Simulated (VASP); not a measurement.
Here is the system:

```xyz
2
Lattice="3.3946 0.0000 0.0000 -1.6973 2.9398 0.0000 0.0000 0.0000 5.5114" Properties=species:S:1:pos:R:3 pbc="T T T"
Sb     0.0000     1.9599     1.3779
Sb     1.6973     0.9799     4.1336
```

Calculation: PBEsol GGA, VASP's PBE PAW potentials (set 64) (plane waves; VASP 6.6.1). Settings: 400 eV cut-off, 11×11×6 Γ-centred mesh, first-order Methfessel-Paxton smearing of 0.10 eV, potentials Sb.

Energy and stress use the plane-wave basis of the starting cell.

### Question
The ions, cell shape and volume are relaxed. Predict the relaxed structure.

### Answer

```xyz
2
Lattice="3.3103 0.0000 0.0000 -1.6551 2.8668 0.0000 0.0000 0.0000 5.4832" Properties=species:S:1:pos:R:3 pbc="T T T"
Sb     0.0000     1.9112     1.3708
Sb     1.6551     0.9556     4.1124
```
Space group P6_3/mmc (194), at a tolerance of 0.03 Å.

### Question
How do energy and volume change from the first to the last step?

### Answer
The energy (σ→0) changes by -17.4 meV/atom and the volume by -5.4 %, in 11 ionic steps.

The structure was generated: Sb was put into the hcp type (P6_3/mmc), which need not be its known phase. This run relaxes it. Symmetry was kept, so distortions that lower it aren't found.
